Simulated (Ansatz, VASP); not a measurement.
**Sn in two plane-wave programs**

One calculation is typed for both programs; each brings its own data sets. How far apart do they land? The cell is taken from a series of runs on this material, whose earlier steps may have relaxed, scaled, displaced or heated it; both programs get it as it stands.

Program: Ansatz 0.2.0. Level of theory: plane waves, with VASP 6.6.1 beside it; LDA. Results are calculated unless marked as measured.

## (1) Set-up

It takes space group Fd-3m (No. 227, cubic). The conventional cell has a = 6.467 Å, b = 6.467 Å, c = 6.467 Å, α = 90.00°, β = 90.00°, γ = 90.00°. Nearest to Sn lie 4 Sn at 2.80 Å.

## (2) Ansatz: single point, LDA

Ansatz runs on its default PAW (the set named soft_2) files.

A single point takes one fixed geometry, so differences don't come from the geometry; what else differs is listed under the comparison.

Input file input.yaml:

```yaml
crystal:
  lattice:
    - [0.0, 3.2333428, 3.2333428]
    - [3.2333428, 0.0, 3.2333428]
    - [3.2333428, 3.2333428, 0.0]
  atoms:
    - { symbol: Sn, position: [0.75, 0.75, 0.75] }
    - { symbol: Sn, position: [0.5, 0.5, 0.5] }
kpoints:
  mp_grid: { grid: [7, 7, 7] }
  band_path:
    path:
      - [[0.0, 0.0, 0.0], [0.5, 0.0, 0.5], [0.5, 0.25, 0.75], [0.375, 0.375, 0.75], [0.0, 0.0, 0.0], [0.5, 0.5, 0.5], [0.625, 0.25, 0.625], [0.5, 0.25, 0.75], [0.5, 0.5, 0.5], [0.375, 0.375, 0.75]]
      - [[0.625, 0.25, 0.625], [0.5, 0.0, 0.5]]
    npoints: 5
scf:
  occupations: { method: fermi_dirac, width: 0.05 }
  n_extra_bands: 6
hamiltonian:
  xc: lda
  pseudopotentials: { kind: paw }
output:
  forces: true
  stress: true
  populations: true
  write_bands: true
```

On the command line:

```
ansatz run input.yaml --threads 4 --pin off --max-ram 8192MiB --backend cpu --events-out ev --progress --plain --runs-dir out
```

Numbers of over 12 decimals in the logs are rounded to 6 here.

Log:

```text
scf.n_extra_bands = 6 over 14 filled bands (N_el = 28.0): the run solves 20 bands
Engine: ansatz 0.2.0, x86_64-unknown-linux-gnu
Pseudopotentials: kind: paw
Pseudopotential: Sn, paw, valence charge 14, recommended cutoff 420 eV (normal), Sn.paw.azcp
Functional definition: SPW92
  exchange = slater_x
  correlation = pw_c
Crystal: 2 atoms, lattice volume = 67.606 Å³
Basis set: ecut = 420 eV, 1363 PW (Γ)
Bands: 20, of which v1, the nominal top of the filled ones, is band 14 counted from 1 (13 counted from 0)
Symmetry: 48 space group operations
Space group: Fd-3m (ITA 227), of the structure as read, at distance tolerance 4.1e-5 Å
k-points: 20 of 343
Non-local potential: Sn, projectors of the file, l = 0: 2, l = 1: 2, l = 2: 2, l = 3: 2
PAW form: soft (Blöchl's): semilocal exchange-correlation on the pseudo side does not see the compensation charge
PAW frozen core: Sn, regenerated for the run's functional, and the local potential with it (the file was generated under x = pbe(κ = 0.804, μ = 0.219515), c = pbe(β = 0.066725))
PAW one-centre angular grid: Sn, 590 points (default); XC on 64 Gauss nodes
Initial density: superposition of atomic densities (neutral atoms: chi_scale 0, normalization atom), corrected by the library's trained network
Initial wavefunctions: pseudopotential atomic-orbital guess
Functional: x = slater, c = lda
SCF iter   1: F=—  HF=-11759.017012 eV  |F-HF|=—  |Δ(HF+E_count)|=         —  Δρ=6.06e-3  dr2=1.07e-2  ethr=1.77e-3  ⟨swp⟩=6.2  Hψ=2256  notcnv=0
preconditioner: auto → none  [insulator: Δε(μ)=0.206 eV  Ē_g=21.418 eV  σ=0.050 eV  W_gap=0.65  n_scr=14 (ndim 8)  ℏωp=23.9 eV  f_vac=0.091  D(μ)=0.28/eV (n_scr^D=0)  ε∞_Penn≈2.2]
SCF iter   2: F=—  HF=-11759.012452 eV  |F-HF|=—  |Δ(HF+E_count)|=   4.56e-3  Δρ=1.90e-3  dr2=9.84e-4  ethr=3.81e-5  ⟨swp⟩=2.1  Hψ=922  notcnv=0  defer=26
SCF iter   3: F=—  HF=-11759.012450 eV  |F-HF|=—  |Δ(HF+E_count)|=   1.48e-6  Δρ=5.29e-4  dr2=8.19e-5  ethr=3.52e-6  ⟨swp⟩=1.0  Hψ=374  notcnv=0  defer=26
SCF iter   4: F=—  HF=-11759.012464 eV  |F-HF|=—  |Δ(HF+E_count)|=   1.40e-5  Δρ=2.17e-5  dr2=3.62e-7  ethr=2.93e-7  ⟨swp⟩=1.0  Hψ=374  notcnv=0  defer=26
iter 5 did not close the SCF: its close was put off for the readings that it lacked (scf_convergence_deferred on its scf_iter line)
SCF iter   5: F=-11759.012464 eV  HF=-11759.012464 eV  |F-HF|=4.37e-11  |Δ(HF+E_count)|=   1.24e-7  Δρ=2.22e-6  dr2=2.92e-9  ethr=1.29e-9  ⟨swp⟩=2.2  Hψ=457  notcnv=0  defer=26
SCF iter   6: F=-11759.012464 eV  HF=-11759.012464 eV  |F-HF|=2.73e-11  |Δ(HF+E_count)|=  2.62e-10  Δρ=2.39e-7  dr2=3.75e-11  ethr=1.04e-11  ⟨swp⟩=5.8  Hψ=1824  notcnv=0
SCF 1 converged in 6 iterations: F = -11759.012464 eV  dr2 = 3.75e-11
  greatest PAW one-centre occupation: 0.992 electrons in one spin orbital (limit 2), on the Sn atom at site 1 (counted from 0), in its partial waves of l = 2
NSCF: frozen V_eff on 52 k-points
SCF converged after 6 iterations
Free energy (F): -11759.012464 eV
Harris-Foulkes:  -11759.012464 eV  (|F-HF|=2.73e-11)
Internal energy: -11759.009974 eV  (E = F + TS)
E sigma→0 (E₀):  -11759.011219 eV
Entropy (-TS):   -0.002490 eV (-1.245 meV/atom)
Fermi energy:    7.527705 eV
--- Per-component energies (eV) ---
  E_band       = -252.573017
  E_kinetic    = 377.509866
  E_local      = -2299.068769  (includes V_loc(G=0)·N_el)
  E_nonlocal   = -55.281317
  E_hartree    = 1317.980332
  E_xc         = -757.291148
  E_vxc        = -196.498211  (∫ρ·V_xc dr)
  E_paw        = -7992.686057  (= ΣΔE_a)
  E_vpaw       = -715.194919  (= ΣTr[D̂ρ^β])
  E_aug_tail   = -0.000001  (compensation charges beyond the density's cutoff)
  E_ewald      = -2351.022677
  E_core_change = 0.849796  (= ΣΔE_core)
  E_smearing   = -0.002490  (= −TS)
  E_closure    = 0.000000  (closes the sum)
  Σ components = -11759.012464   (vs F -11759.012464, Δ=0.00e0)
--- Forces (eV/Å), atoms counted from 1 ---
  atom   1  Sn     0.00000000     0.00000000     0.00000000
  atom   2  Sn     0.00000000     0.00000000    -0.00000000
  max |Σ_I F_I| component: 9.25e-18 eV/Å
--- Stress (GPa, compression-positive) ---
        0.165286      -0.000000      -0.000000
       -0.000000       0.165286      -0.000000
       -0.000000      -0.000000       0.165286
  P = ⅓ Tr σ = 0.1653 GPa (1.653 kbar)
--- Band table (eV; the first three rows and the last of 20) ---
  k-point 0: bands = [... 10 lower, -3.1023, 6.8559, 7.7234, 7.7234, 7.7234, 9.7874, 9.7874, 9.7874, ... 2 higher]
  k-point 1: bands = [... 10 lower, -2.9037, 5.1130, 7.3663, 7.3663, 8.1525, 10.2426, 10.2426, 10.6562, ... 2 higher]
  k-point 2: bands = [... 10 lower, -2.3395, 3.0316, 6.8444, 6.8444, 7.8145, 10.7823, 10.7823, 12.6052, ... 2 higher]
  k-point 19: bands = [... 10 lower, -0.3750, 0.5258, 4.2534, 5.0784, 9.7994, 11.5262, 12.1422, 12.1681, ... 2 higher]
--- Löwdin populations: 2 sites ---
  site symbol       q [e]
     0     Sn     13.9755
     1     Sn     13.9755
  spilling = 0.001751 (of n_electrons = 28.000000)
```

In the SCF lines HF is the Harris–Foulkes energy and dr2 the Hartree energy of the density residual, in eV; the loop may stop once dr2 is under the threshold and the program's other checks hold. Hψ counts applications of the Hamiltonian.

## (3) VASP: single point, LDA

The same cell, functional (in two slightly different forms), mesh and smearing now go to VASP, with its own data sets.

Lines of VASP's logs that name or quote its potential files are left out, and so is its time.

Input file INCAR:

```
SYSTEM = Sn
PREC = Accurate
ENCUT = 500
EDIFF = 1E-06
NELM = 120
ISMEAR = -1
SIGMA = 0.05
LREAL = .FALSE.
ALGO = Normal
GGA = PW92
NBANDS = 20
LORBIT = 11
LWAVE = .FALSE.
LCHARG = .FALSE.
ISIF = 2
LASPH = .TRUE.
GGA_COMPAT = .FALSE.
```

Input file POSCAR:

```
Sn
1.0
    0.0000000000      3.2333428000      3.2333428000
    3.2333428000      0.0000000000      3.2333428000
    3.2333428000      3.2333428000      0.0000000000
Sn
2
Direct
    0.7500000000      0.7500000000      0.7500000000
    0.5000000000      0.5000000000      0.5000000000
```

Input file KPOINTS:

```
Automatic mesh
0
Gamma
7 7 7
0 0 0
```

The projector-augmented-wave data sets are Sn_d (LDA family, release 64).

On the command line:

```
mpirun -np 1 vasp_std
```

Log:

```text
[banner, memory and clock lines left out]
running    1 mpi-ranks, on    1 nodes
 distrk:  each k-point on    1 cores,    1 groups
 distr:  one band on    1 cores,    1 groups

 POSCAR found type information on POSCAR Sn
 POSCAR found :  1 types and       2 ions
|                                                                             |
|               ----> ADVICE to this user running VASP <----                  |
|                                                                             |
|     You enforced a specific xc type in the INCAR file but a different       |
|     [... a line on the potential file left out ...]
|     I HOPE YOU KNOW WHAT YOU ARE DOING!                                     |
|                                                                             |

 LDA part: xc-table for (Slater(with rela. corr.)+PW92), standard interpolation
 POSCAR, INCAR and KPOINTS ok, starting setup
 FFT: planning ... GRIDC
 FFT: planning ... GRID_SOFT
 FFT: planning ... GRID
 WAVECAR not read
 entering main loop
       N       E                     dE             d eps       ncg     rms          rms(c)
DAV:   1     0.221533722223E+03    0.22153E+03   -0.14603E+04   808   0.199E+03
DAV:   2     0.145209755457E+02   -0.20701E+03   -0.20310E+03   800   0.437E+02
DAV:   3    -0.828812540881E+01   -0.22809E+02   -0.22660E+02   924   0.143E+02
DAV:   4    -0.902289357024E+01   -0.73477E+00   -0.73444E+00   884   0.294E+01
DAV:   5    -0.904866623944E+01   -0.25773E-01   -0.25772E-01  1128   0.529E+00    0.335E+00
DAV:   6    -0.895998136198E+01    0.88685E-01   -0.41310E-02  1004   0.226E+00    0.188E+00
DAV:   7    -0.891615512167E+01    0.43826E-01   -0.63156E-02   836   0.222E+00    0.146E-01
DAV:   8    -0.891676526153E+01   -0.61014E-03   -0.52465E-03   908   0.787E-01    0.568E-02
DAV:   9    -0.891686094946E+01   -0.95688E-04   -0.16860E-04  1040   0.978E-02    0.130E-02
DAV:  10    -0.891685914824E+01    0.18012E-05   -0.15284E-05  1068   0.480E-02    0.431E-03
DAV:  11    -0.891685964546E+01   -0.49722E-06   -0.11159E-06   688   0.766E-03
   1 F= -.89168596E+01 E0= -.89157303E+01  d E =-.225859E-02
```

From OUTCAR (step 3):

```text
ion  position               nearest neighbor table
   1  0.750  0.750  0.750-   2 2.80   2 2.80   2 2.80   2 2.80
   2  0.500  0.500  0.500-   1 2.80   1 2.80   1 2.80   1 2.80

  LATTYP: Found a face centered cubic cell.
 ALAT       =     6.4666856000

 Subroutine GETGRP returns: Found 48 space group operations
 (whereof 24 operations were pure point group operations)

The static configuration has the point symmetry T_d .
 The point group associated with its full space group is O_h .

 Found     20 irreducible k-points:

   k-points           NKPTS =     20   k-points in BZ     NKDIM =     20   number of bands    NBANDS=     20

   dimension x,y,z NGX =    36 NGY =   36 NGZ =   36
   dimension x,y,z NGXF=    72 NGYF=   72 NGZF=   72

   ENCUT  =  500.0 eV  36.75 Ry    6.06 a.u.   8.34  8.34  8.34*2*pi/ulx,y,z

   NELECT =      28.0000    total number of electrons

 k-points in reciprocal lattice and weights: Automatic mesh
   0.00000000  0.00000000  0.00000000       0.003
   0.14285714  0.00000000  0.00000000       0.023
   0.28571429  0.00000000  0.00000000       0.023
   0.42857143  0.00000000  0.00000000       0.023
   0.14285714  0.14285714  0.00000000       0.017
   0.28571429  0.14285714  0.00000000       0.070
   0.42857143  0.14285714  0.00000000       0.070
  -0.42857143  0.14285714  0.00000000       0.070
  -0.28571429  0.14285714  0.00000000       0.070
[...]
-0.42857143  0.42857143  0.14285714       0.070
  -0.28571429  0.42857143  0.14285714       0.070

 average (electrostatic) potential at core
       1-101.2993       2-101.2993

 E-fermi :   5.3970

 k-point     1 :       0.0000    0.0000    0.0000
  band No.  band energies     occupation
    ...
      8     -15.7708      2.00000
      9     -15.7598      2.00000
     10     -15.7598      2.00000
     11      -5.2305      2.00000
     12       4.7636      1.99999
     13       5.5760      0.05429
     14       5.5760      0.05429
     15       5.5760      0.05429
     16       7.6375      0.00000
     17       7.6375      0.00000
    ...

 k-point     2 :       0.1429    0.0000    0.0000
  band No.  band energies     occupation
    ...
     10     -15.7376      2.00000
     11      -5.0318      2.00000
     12       2.9927      2.00000
     13       5.2184      1.94535
     14       5.2184      1.94535
     15       6.0262      0.00001
     16       8.0931      0.00000
     17       8.0931      0.00000
     18       8.5147      0.00000
     19      11.3024      0.00000
    ...

 k-point     3 :       0.2857    0.0000    0.0000
  band No.  band energies     occupation
    ...
     10     -15.7202      2.00000
     11      -4.4668      2.00000
     12       0.9046      2.00000
     13       4.6962      2.00000
     14       4.6962      2.00000
     15       5.6890      0.00580
     16       8.6326      0.00000
     17       8.6326      0.00000
     18      10.4674      0.00000
     19      11.5679      0.00000
    ...

  Total        0.0764392      0.0764392      0.0764392      0.0000000     -0.0000000      0.0000000
  in kB        1.8115136      1.8115136      1.8115136      0.0000000     -0.0000000      0.0000000
  external PRESSURE =       1.8115136 kB  Pullay stress =       0.0000000 kB

  energy-cutoff  :      500.00
  volume of cell :       67.61
      direct lattice vectors                 reciprocal lattice vectors
     0.000000000  3.233342800  3.233342800    -0.154638723  0.154638723  0.154638723
     3.233342800  0.000000000  3.233342800     0.154638723 -0.154638723  0.154638723
     3.233342800  3.233342800  0.000000000     0.154638723  0.154638723 -0.154638723

 POSITION                                       TOTAL-FORCE (eV/Angst)
 -----------------------------------------------------------------------------------
      4.85001      4.85001      4.85001        -0.000000     -0.000000     -0.000000
      3.23334      3.23334      3.23334         0.000000      0.000000      0.000000
 -----------------------------------------------------------------------------------
    total drift:                                0.000000      0.000000      0.000000

  FREE ENERGIE OF THE ION-ELECTRON SYSTEM (eV)
  ---------------------------------------------------
  free  energy   TOTEN  =        -8.9168596455 eV

  energy  without entropy=       -8.9146010517  energy(sigma->0) =       -8.91573035

 total charge
# of ion       s       p       d       tot
------------------------------------------
    1        1.175   1.231   9.969  12.374
    2        1.175   1.231   9.969  12.374
--------------------------------------------------
tot          2.350   2.462  19.937  24.749

[... 3 further parts left out ...]
```

The run ends at a pressure of 0.18 GPa.

## (4) Side by side

Known differences besides the potentials themselves: the cutoff is 420 eV in Ansatz and 500 eV in VASP; VASP's log shows a relativistic correction to its local exchange, Ansatz's none. Total energies have different zeros and are not compared.

Compared:

| quantity | Ansatz | VASP | difference |
| --- | --- | --- | --- |
| pressure (GPa) | 0.17 | 0.18 | -0.02 |

## (5) Results

```json
{
 "difference in pressure (single point, LDA)": "-0.016 GPa"
}
```

What this shows: The difference in pressure is -0.016 GPa (single point, LDA), within the 1 GPa picked in this series as the mark of a large difference. Such differences can come from data sets, numerical settings and the points named under the comparisons, not from the functional's error against experiment.

[Lines on the potential files, build, host, timing and source positions are cut from VASP's logs without a mark.]

[Logs are printed without paths, hosts, clocks, repeated set-up lines and the standing remarks that a program may print on its own settings, such as how far it seeks lower states.]

[Hosts, paths, dates, database ids (printed as entryN), source tags and the programs' standing remarks are cut or masked in the printed files.]
